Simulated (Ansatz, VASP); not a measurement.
## Te2Mo in two plane-wave programs

Wanted: the spread between two codes on one cell, functional and k mesh. The cell is taken from a series of runs on this material, whose earlier steps may have relaxed, scaled, displaced or heated it; both programs get it as it stands.

Method: plane waves, with VASP 6.6.1 beside it; single point at HSE06, in Ansatz 0.2.0.

## 1. The starting structure

It takes space group P6_3/mmc (No. 194, hexagonal). Conventional cell: a = 3.518 Å, b = 3.518 Å, c = 14.113 Å, α = 90.00°, β = 90.00°, γ = 120.00°. Nearest to Te lie 3 Mo at 2.73 Å. Mo has 6 Te at 2.73 Å nearest. Farther neighbours and most contacts between anions are not listed.

## 2. Ansatz: single point, HSE06

Ansatz runs on its PAW soft_1 files.

With cell and atoms fixed, the geometry can't cause a difference; cores, projectors, grids and the points listed under the comparison can.

The input, input.yaml:

```yaml
crystal:
  lattice:
    - [3.5182, 0.0, 0.0]
    - [-1.7591, 3.0468505756, 0.0]
    - [0.0, 0.0, 14.113336]
  atoms:
    - { symbol: Te, position: [0.3333333333, 0.6666666667, 0.6212835473] }
    - { symbol: Te, position: [0.6666666667, 0.3333333333, 0.1212835473] }
    - { symbol: Te, position: [0.3333333333, 0.6666666667, 0.8787164527] }
    - { symbol: Te, position: [0.6666666667, 0.3333333333, 0.3787164527] }
    - { symbol: Mo, position: [0.3333333333, 0.6666666667, 0.25] }
    - { symbol: Mo, position: [0.6666666667, 0.3333333333, 0.75] }
kpoints:
  mp_grid: { grid: [6, 6, 2] }
  band_path:
    path:
      - [0.0, 0.0, 0.0]
      - [0.5, 0.0, 0.0]
      - [0.33333333, 0.33333333, 0.0]
      - [0.0, 0.0, 0.5]
      - [0.5, 0.0, 0.5]
      - [0.33333333, 0.33333333, 0.5]
      - [0.199999998, 0.199999998, 0.0]
    npoints: 1
hamiltonian:
  xc: hse06
  pseudopotentials: { kind: paw, azcp: { folder: soft_1 } }
scf:
  occupations: { method: fixed }
  n_extra_bands: 6
output:
  eigenvalues: true
```

Launch:

```sh
> ansatz run input.yaml --threads 4 --pin off --max-ram 138240MiB --backend cuda --events-out ev --progress --plain --runs-dir out --devices 1 --max-vram 26GiB
```

Numbers of over 12 decimals in the logs are rounded to 6 here.

The program printed:

```text
scf.n_extra_bands = 6 over 46 filled bands (N_el = 92.0): the run solves 52 bands
GPUs: using 1 of 1 available (devices: 1).
Engine: ansatz 0.2.0, x86_64-unknown-linux-gnu
Pseudopotentials: kind: paw
Pseudopotential: Te, paw, valence charge 16, recommended cutoff 420 eV (normal), soft_1/Te.paw.azcp
Pseudopotential: Mo, paw, valence charge 14, recommended cutoff 420 eV (normal), soft_1/Mo.paw.azcp
Functional definition: HSE06
  parameter a = 0.25
  parameter omega = 0.11/bohr
  exchange = pbe_x - a*pbe_x_sr(omega) + a*exact_x_sr(omega)
  correlation = pbe_c
davidson cushion auto → on  (no smearing: the cushion is to keep the highest requested band from converging to the state above it; pin scf.eigensolver.cushion to override)
device memory: the entry about to start is reckoned to put 3.2 GiB on a device that reports 44.9 GiB free (of which the cap on the GPU budget leaves the run 26.0 GiB)
GPU FFT provider: cuFFT
GPU libraries: cuBLAS 13.8.2, cuFFT 12.4.0, cuSOLVER 12.3.4
Crystal: 6 atoms, lattice volume = 151.287 Å³
Basis set: ecut = 420 eV, 2969 PW (Γ)
Bands: 52, of which v1, the nominal top of the filled ones, is band 46 counted from 1 (45 counted from 0)
Symmetry: 24 space group operations
Space group: P63/mmc (ITA 194), of the structure as read, at distance tolerance 5.3e-5 Å
k-points: 14 of 72
Non-local potential: Te, projectors of the file, l = 0: 2, l = 1: 2, l = 2: 2, l = 3: 1
Non-local potential: Mo, projectors of the file, l = 0: 3, l = 1: 2, l = 2: 2, l = 3: 1
PAW form: soft (Blöchl's): semilocal exchange-correlation on the pseudo side does not see the compensation charge
PAW frozen core: Te, regenerated for the run's functional, and the local potential with it (the file was generated under x = pbe(κ = 0.804, μ = 0.219515), c = pbe(β = 0.066725))
PAW frozen core: Mo, regenerated for the run's functional, and the local potential with it (the file was generated under x = pbe(κ = 0.804, μ = 0.219515), c = pbe(β = 0.066725))
PAW one-centre angular grid: Te, 590 points (default); XC on 64 Gauss nodes
PAW one-centre angular grid: Mo, 590 points (default); XC on 64 Gauss nodes
Initial density: superposition of atomic densities (chi_scale 0.1, normalization cell, long waves kept (reshape's long-wave potential 0.01 eV rms))
Initial wavefunctions: pseudopotential atomic-orbital guess
GPU buffer pool allocated for 55296 grid points (all kernels)
GPU transforms: local potential and band sums: pruned to the plane-wave sphere, on 24×24×96
Functional: x = pbe(κ = 0.804, μ = 0.219515), c = pbe(β = 0.066725), warm-up for x = pbe(κ = 0.804, μ = 0.219515) + 0.25 (exact − pbe) at short range (hse, ω = 0.207870 Å⁻¹), c = pbe(β = 0.066725); HSE06 as pw.x's `hse` composes it (authors' and Libxc's form: `xc: wpbeh`)
SCF iter   1: F=—  HF=-37835.174738 eV  |F-HF|=—  |Δ(HF+E_count)|=         —  Δρ=5.46e-2  dr2=6.60e0  ethr=1.00e-1  ⟨swp⟩=4.1  Hψ=2001  notcnv=0
preconditioner: auto → none  [insulator: Δε(μ)=0.787 eV  Ē_g=6.858 eV  n_scr=52 (ndim 8)  ℏωp=18.1 eV  f_vac=0.009]
SCF iter   2: F=—  HF=-37837.333686 eV  |F-HF|=—  |Δ(HF+E_count)|=    2.16e0  Δρ=8.09e-2  dr2=3.33e1  ethr=7.18e-3  ⟨swp⟩=3.9  Hψ=2021  notcnv=0
SCF iter   3: F=—  HF=-37834.712304 eV  |F-HF|=—  |Δ(HF+E_count)|=    2.62e0  Δρ=3.55e-2  dr2=7.34e0  ethr=7.18e-3  ⟨swp⟩=4.0  Hψ=1892  notcnv=0
iter 4 solved again at ethr=6.69e-4 eV; its pass at ethr=7.18e-3 eV (dr2=6.16e-1 eV) is discarded
SCF iter   4: F=—  HF=-37833.936621 eV  |F-HF|=—  |Δ(HF+E_count)|=   7.76e-1  Δρ=1.35e-2  dr2=6.01e-1  ethr=6.69e-4  ⟨swp⟩=2.8  Hψ=3257  notcnv=0
SCF iter   5: F=—  HF=-37833.873626 eV  |F-HF|=—  |Δ(HF+E_count)|=   6.30e-2  Δρ=1.88e-3  dr2=5.48e-3  ethr=6.53e-4  ⟨swp⟩=3.0  Hψ=1709  notcnv=0
SCF iter   6: F=—  HF=-37833.873342 eV  |F-HF|=—  |Δ(HF+E_count)|=   2.84e-4  Δρ=4.34e-4  dr2=1.03e-4  ethr=5.96e-6  ⟨swp⟩=4.0  Hψ=2027  notcnv=0
SCF iter   7: F=—  HF=-37833.873375 eV  |F-HF|=—  |Δ(HF+E_count)|=   3.31e-5  Δρ=1.85e-4  dr2=9.34e-5  ethr=1.12e-7  ⟨swp⟩=3.9  Hψ=2369  notcnv=0
SCF iter   8: F=-37833.873362 eV  HF=-37833.873363 eV  |F-HF|=1.14e-6  |Δ(HF+E_count)|=   1.21e-5  Δρ=2.74e-5  dr2=1.36e-6  ethr=1.02e-7  ⟨swp⟩=3.0  Hψ=1726  notcnv=0
SCF 1 stopped early in 8 iterations: F = -37833.873362 eV  dr2 = 1.36e-6
  greatest PAW one-centre occupation: 0.999 electrons in one spin orbital (limit 2), on the Mo atom at site 5 (counted from 0), in its partial waves of l = 0
device memory: the entry about to start is reckoned to put 3.8 GiB (of the 3.9 GiB reckoned in all, the device holds 0.1 GiB already) on a device that reports 44.8 GiB free (of which the cap on the GPU budget leaves the run 26.0 GiB)
GPU FFT provider: cuFFT
GPU libraries: cuBLAS 13.8.2, cuFFT 12.4.0, cuSOLVER 12.3.4
Initial density: handed on by an earlier stage of this run
Initial wavefunctions: those handed on with the density
GPU buffer pool allocated for 55296 grid points (all kernels)
GPU transforms: local potential and band sums: pruned to the plane-wave sphere, on 24×24×96
Functional: x = pbe(κ = 0.804, μ = 0.219515) + 0.25 (exact − pbe) at short range (hse, ω = 0.207870 Å⁻¹), c = pbe(β = 0.066725); HSE06 as pw.x's `hse` composes it (authors' and Libxc's form: `xc: wpbeh`)
Exchange kernel: α = 0.2500, screened, ω = 0.2079 Å⁻¹, Wigner–Seitz truncation, v(0) = 1046.1003 eV·Å³, q-mesh 6×6×2, nearest image of the exchange supercell L = 21.11 Å, pair-density grid 15×15×60, without the augmentation charges, whose exchange is taken in its separable form by FFT convolution over the k-point mesh (sized by the pseudopotential files, 24×24×96 at the most), smooth part of the exact exchange by density-matrix convolution in up to 4.85 GiB of GPU memory as planned if the GPU has room (build and FFT work areas not counted)
Frozen-core exchange: fock
SCF iter   1: F=—  HF=-37855.581841 eV  |F-HF|=—  |Δ(HF+E_count)|=         —  Δρ=1.01e-2  dr2=3.48e-1  ethr=1.48e-8  ⟨swp⟩=8.9  Hψ=4586  notcnv=0
preconditioner: auto → none  [insulator: Δε(μ)=1.192 eV  Ē_g=7.521 eV  n_scr=52 (ndim 8)  ℏωp=18.1 eV  f_vac=0.020]
[...]
SCF iter   3: F=—  HF=-37855.544497 eV  |F-HF|=—  |Δ(HF+E_count)|=   1.84e-2  Δρ=1.58e-3  dr2=5.75e-3  ethr=1.48e-8  ⟨swp⟩=6.4  Hψ=3491  notcnv=0
SCF iter   4: F=—  HF=-37855.543391 eV  |F-HF|=—  |Δ(HF+E_count)|=   1.11e-3  Δρ=1.20e-4  dr2=1.15e-4  ethr=1.48e-8  ⟨swp⟩=5.9  Hψ=3209  notcnv=0
SCF iter   5: F=—  HF=-37855.544165 eV  |F-HF|=—  |Δ(HF+E_count)|=   7.74e-4  Δρ=1.46e-4  dr2=7.39e-5  ethr=1.48e-8  ⟨swp⟩=4.7  Hψ=2484  notcnv=0
SCF iter   6: F=-37855.544137 eV  HF=-37855.544149 eV  |F-HF|=1.23e-5  |Δ(HF+E_count)|=   1.53e-5  Δρ=5.83e-5  dr2=1.57e-5  ethr=1.48e-8  ⟨swp⟩=3.6  Hψ=2050  notcnv=0
SCF 2 stopped early in 6 iterations: F = -37855.544137 eV  dr2 = 1.57e-5
hybrid outer 1: dexx = +2.177e-2 eV, tail = 1.47e-4 eV
GPU FFT provider: cuFFT
GPU libraries: cuBLAS 13.8.2, cuFFT 12.4.0, cuSOLVER 12.3.4
GPU buffer pool allocated for 55296 grid points (all kernels)
GPU transforms: local potential and band sums: pruned to the plane-wave sphere, on 24×24×96
Exchange kernel: α = 0.2500, screened, ω = 0.2079 Å⁻¹, Wigner–Seitz truncation, v(0) = 1046.1003 eV·Å³, q-mesh 6×6×2, nearest image of the exchange supercell L = 21.11 Å, pair-density grid 15×15×60, without the augmentation charges, whose exchange is taken in its separable form by FFT convolution over the k-point mesh (sized by the pseudopotential files, 24×24×96 at the most), smooth part of the exact exchange by density-matrix convolution in up to 4.85 GiB of GPU memory as planned if the GPU has room (build and FFT work areas not counted)
Frozen-core exchange: fock
SCF iter   1: F=—  HF=-37855.543765 eV  |F-HF|=—  |Δ(HF+E_count)|=         —  Δρ=5.65e-5  dr2=6.42e-6  ethr=7.99e-7  ⟨swp⟩=2.6  Hψ=1626  notcnv=0
preconditioner: auto → none  [insulator: Δε(μ)=1.266 eV  Ē_g=7.433 eV  n_scr=52 (ndim 8)  ℏωp=18.1 eV  f_vac=0.021]
SCF iter   2: F=—  HF=-37855.543772 eV  |F-HF|=—  |Δ(HF+E_count)|=   6.69e-6  Δρ=7.28e-5  dr2=1.84e-5  ethr=6.05e-9  ⟨swp⟩=4.1  Hψ=2398  notcnv=0
SCF iter   3: F=—  HF=-37855.543769 eV  |F-HF|=—  |Δ(HF+E_count)|=   2.74e-6  Δρ=2.33e-5  dr2=2.30e-6  ethr=6.05e-9  ⟨swp⟩=3.0  Hψ=1786  notcnv=0
iter 4 solved again at ethr=1.60e-10 eV; its pass at ethr=2.16e-9 eV (dr2=1.47e-7 eV) is discarded
SCF iter   4: F=—  HF=-37855.543769 eV  |F-HF|=—  |Δ(HF+E_count)|=   2.42e-7  Δρ=6.66e-6  dr2=1.90e-7  ethr=1.60e-10  ⟨swp⟩=2.6  Hψ=3383  notcnv=0
SCF iter   5: F=-37855.543769 eV  HF=-37855.543769 eV  |F-HF|=5.59e-9  |Δ(HF+E_count)|=   2.48e-8  Δρ=1.23e-6  dr2=3.74e-8  ethr=1.60e-10  ⟨swp⟩=3.0  Hψ=1702  notcnv=0
SCF 3 converged in 5 iterations: F = -37855.543769 eV  dr2 = 3.74e-8
hybrid outer 2: dexx = +4.804e-6 eV, tail = 1.51e-7 eV, Δε = 1.30e-3 eV (about 5.82e-5 eV left of the loop's levels)
device memory: the entry about to start is reckoned to put 1.0 GiB on a device that reports 43.2 GiB free (of which the cap on the GPU budget leaves the run 26.0 GiB)
NSCF: frozen V_eff on 7 k-points
hybrid SCF converged: 2 outer / 11 inner (+8 warm-up), last move |dexx| = 4.80e-6 eV, tail = 1.51e-7 eV
Stability not checked: this state was not tested for a lower state beside it, because the functional holds exact exchange (a hybrid, or Hartree-Fock), whose exchange loop this test does not read (fock_operator; see scf.lower_state_search)
Free energy (F): -37855.543769 eV
Frozen-core exchange: fock
Harris-Foulkes:  -37855.543769 eV  (|F-HF|=5.59e-9)
Internal energy: -37855.543769 eV  (E = F + TS)
E sigma→0 (E₀):  -37855.543769 eV
Fermi energy:    11.932735 eV
--- Per-component energies (eV) ---
  E_band       = -1356.302325
  E_kinetic    = 1531.342732
  E_local      = -8901.099846  (includes V_loc(G=0)·N_el)
  E_nonlocal   = 553.882230
  E_hartree    = 4201.354287
  E_xc         = -677.041142
  E_vxc        = -677.254791  (∫ρ·V_xc dr)
  E_exx        = -264.607148  (= α·E_x^exact, valence–valence)
  E_paw        = -25033.007396  (= ΣΔE_a)
  E_vpaw       = -1736.663106  (= ΣTr[D̂ρ^β])
  E_aug_tail   = 0.000469  (compensation charges beyond the density's cutoff)
  E_ewald      = -9264.766664
  E_core_change = -1.601293  (= ΣΔE_core)
  E_smearing   = -0.000000  (= −TS)
  E_closure    = -0.000000  (closes the sum)
  Σ components = -37855.543769   (vs F -37855.543769, Δ=0.00e0)
--- Band table (eV; the first three rows and the last of 14) ---
  k-point 0: bands = [... 42 lower, 10.8702, 10.8702, 11.3975, 11.9146, 15.4692, 15.4692, 15.6048, 15.6048, ... 2 higher]
  k-point 1: bands = [... 42 lower, 10.8511, 10.8511, 11.7869, 11.7869, 15.5079, 15.5079, 15.5079, 15.5079, ... 2 higher]
  k-point 2: bands = [... 42 lower, 10.5783, 10.8499, 11.4489, 11.5166, 14.2716, 14.5725, 14.5849, 14.8436, ... 2 higher]
  k-point 13: bands = [... 42 lower, 9.6615, 9.6615, 11.7901, 11.7901, 13.4220, 13.4220, 14.0630, 14.0630, ... 2 higher]
```

In the SCF lines HF is the Harris–Foulkes energy and dr2 the Hartree energy of the density residual, in eV; the loop may stop once dr2 is under the threshold and the program's other checks hold. Hψ counts applications of the Hamiltonian.

## 3. VASP: single point, HSE06

The same cell, functional and mesh now go to VASP, with its own data sets.

Lines of VASP's logs that name or quote its potential files are left out, and so is its time.

The run reads the wave functions of an earlier VASP run, which isn't shown here.

The input, INCAR:

```
SYSTEM = Te2Mo
PREC = Accurate
ENCUT = 400
EDIFF = 1E-06
NELM = 100
ISMEAR = 0
SIGMA = 0.01
LREAL = .FALSE.
ALGO = Normal
LHFCALC = .TRUE.
AEXX = 0.25
GGA = PE
HFSCREEN = 0.208
LASPH = .TRUE.
NBANDS = 32
PRECFOCK = Fast
LORBIT = 11
LWAVE = .FALSE.
LCHARG = .FALSE.
KPAR = 8
NCORE = 2
ISIF = 2
```

The input, POSCAR:

```
Te2Mo
1.0
    3.5182000000      0.0000000000      0.0000000000
   -1.7591000000      3.0468505756      0.0000000000
    0.0000000000      0.0000000000     14.1133360000
Te Mo
4 2
Direct
    0.3333333333      0.6666666667      0.6212835473
    0.6666666667      0.3333333333      0.1212835473
    0.3333333333      0.6666666667      0.8787164527
    0.6666666667      0.3333333333      0.3787164527
    0.3333333333      0.6666666667      0.2500000000
    0.6666666667      0.3333333333      0.7500000000
```

The input, KPOINTS:

```
Automatic mesh
0
Gamma
6 6 2
0 0 0
```

Potentials, in the order of the species: Te and Mo_sv (PBE family, release 64).

Launch:

```sh
> mpirun -np 16 vasp_std
```

The program printed:

```text
[banner, memory and clock lines left out]
running   16 mpi-ranks, on    1 nodes
 distrk:  each k-point on    2 cores,    8 groups
 distr:  one band on    2 cores,    1 groups

 POSCAR found type information on POSCAR TeMo
 POSCAR found :  2 types and       6 ions
 LDA part: xc-table for (Slater+PW92), standard interpolation
 found WAVECAR, reading the header
 POSCAR, INCAR and KPOINTS ok, starting setup
 FFT: planning ... GRIDC
 FFT: planning ... GRID_SOFT
 FFT: planning ... GRID
 reading WAVECAR
 the WAVECAR file was read successfully
 initial charge from wavefunction
 entering main loop
       N       E                     dE             d eps       ncg     rms          rms(c)
DAV:   1    -0.436286025055E+02   -0.43629E+02   -0.44264E+00   896   0.108E+01    0.229E+01
DAV:   2    -0.435937943699E+02    0.34808E-01   -0.27351E-01   896   0.356E+00    0.153E+01
DAV:   3    -0.435997431918E+02   -0.59488E-02   -0.27015E-02   968   0.795E-01    0.898E+00
DAV:   4    -0.435969911643E+02    0.27520E-02   -0.17443E-02   944   0.608E-01    0.531E+00
DAV:   5    -0.435972515655E+02   -0.26040E-03   -0.26787E-03   920   0.291E-01    0.339E+00
DAV:   6    -0.435972634937E+02   -0.11928E-04   -0.11361E-03   928   0.162E-01    0.211E+00
DAV:   7    -0.435972470174E+02    0.16476E-04   -0.14880E-04   944   0.855E-02    0.124E+00
DAV:   8    -0.435972634752E+02   -0.16458E-04   -0.59936E-05  1008   0.334E-02    0.749E-01
DAV:   9    -0.435972646376E+02   -0.11625E-05   -0.17897E-05   992   0.244E-02    0.459E-01
DAV:  10    -0.435972686821E+02   -0.40445E-05   -0.24878E-06   800   0.762E-03    0.271E-01
DAV:  11    -0.435972702695E+02   -0.15874E-05   -0.17591E-06   640   0.823E-03    0.161E-01
DAV:  12    -0.435972714755E+02   -0.12060E-05   -0.25342E-07   544   0.305E-03    0.968E-02
DAV:  13    -0.435972721787E+02   -0.70319E-06   -0.12245E-07   536   0.199E-03
   1 F= -.43597272E+02 E0= -.43597272E+02  d E =-.361496E-84
```

(Continued in part 2 of 2.)

[Lines on the potential files, build, host, timing and source positions are cut from VASP's logs without a mark.]

[Logs are printed without paths, hosts, clocks, repeated set-up lines and the standing remarks that a program may print on its own settings, such as how far it seeks lower states.]

[Hosts, paths, dates, database ids (printed as entryN), source tags and the programs' standing remarks are cut or masked in the printed files.]
